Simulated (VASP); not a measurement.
HgTe (space group P3_121): the band gap from VASP (plane waves, PAW) at several levels of theory. Gaps are without spin-orbit coupling. Each level names its cell: its own relaxed one, PBE's, or the starting one. A gap is the smallest over the k-mesh and a band path; hybrids may have named points in place of the path, and GW has the mesh alone.

| level | band gap (eV) |
|---|---|
| PBEsol (own cell) | 0.38 |
| r2SCAN (own cell) | 0.96 |

The cell of the PBEsol (own cell) run:

```cif
data_Hg3Te3
_chemical_formula_sum 'Hg3 Te3'
_space_group_name_H-M_alt 'P3121'
_space_group_IT_number 152
_space_group_name_Hall 'P 31 2"'
_cell_length_a 4.50798
_cell_length_b 4.50798
_cell_length_c 10.20204
_cell_angle_alpha 90.000
_cell_angle_beta 90.000
_cell_angle_gamma 120.000
loop_
_atom_site_label
_atom_site_type_symbol
_atom_site_symmetry_multiplicity
_atom_site_Wyckoff_symbol
_atom_site_fract_x
_atom_site_fract_y
_atom_site_fract_z
_atom_site_occupancy
Hg1 Hg 3 a 0.35126 0.35126 0.00000 1
Te1 Te 3 b 0.45727 0.45727 0.50000 1
```

Only levels that ran to the end are used. Left out are those held back, those with too coarse a band path, GW runs whose mesh misses a band edge, hybrids' fits of cells that aren't cubic and levels without matching references; a question may draw on a part of the rest.

The structure comes from a computed database's HgTe entry (P3_121); how it stands against other phases isn't given here.
